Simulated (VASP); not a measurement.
A run of VASP 6.6.1 is set up as follows.

INCAR

```
SYSTEM = CoSn
  PREC = Accurate
  ENCUT = 600
  EDIFF = 1E-7
  ISMEAR = 1
  SIGMA = 0.1
  LREAL = .False.
  LASPH = .True.
  NELM = 80
  ALGO = Normal
  ISIF = 3
  LWAVE = .False.
  LCHARG = .False.
  GGA = PS
  IBRION = 2
  NSW = 90
  EDIFFG = -0.005
  KPAR = 2
```

File KPOINTS:

```
regular mesh
0
Gamma
  9 9 9
  0 0 0
```

POSCAR

```
CoSn                                    
1.0
    5.2206674348      0.0000000000      0.0000000000
   -2.6103337174      4.5212306233     -0.0000000000
    0.0000000000      0.0000000000      4.1657546645
  Co              Sn            
     3     3
Direct
     0.0000000000000000    0.5000000000000000    0.0000000000000000
     0.5000000000000000    0.5000000000000000    0.0000000000000000
     0.5000000000000000    0.0000000000000000    0.0000000000000000
     0.6666666699999979    0.3333333300000021    0.5000000000000000
     0.3333333300000021    0.6666666699999979    0.5000000000000000
     0.0000000000000000    0.0000000000000000    0.0000000000000000
```

Potentials or basis: VASP PAW PBE potentials, release 64 (Co, Sn_d).

Run with:

```bash
$ cat potpaw_PBE.64/Co/POTCAR potpaw_PBE.64/Sn_d/POTCAR > POTCAR
$ mpirun -np 2 vasp_std > vasp.out
```

Estimate the band gap on the k mesh.

none (metal or under the smearing width).

Final structure:
```cif
data_structure
_symmetry_space_group_name_H-M 'P 1'
_symmetry_Int_Tables_number 1
_cell_length_a 5.2207
_cell_length_b 5.2207
_cell_length_c 4.1658
_cell_angle_alpha 90.000
_cell_angle_beta 90.000
_cell_angle_gamma 120.000
_cell_volume 98.33
loop_
_atom_site_label
_atom_site_type_symbol
_atom_site_fract_x
_atom_site_fract_y
_atom_site_fract_z
_atom_site_occupancy
Co1 Co 0.00000 0.50000 0.00000 1
Co2 Co 0.50000 0.50000 0.00000 1
Co3 Co 0.50000 0.00000 0.00000 1
Sn1 Sn 0.66667 0.33333 0.50000 1
Sn2 Sn 0.33333 0.66667 0.50000 1
Sn3 Sn 0.00000 0.00000 0.00000 1
```

Caveat: the relaxation stopped at its first step, so nothing moved. Spin polarisation is off, so any magnetic state and its effect on volume and gap are missing.
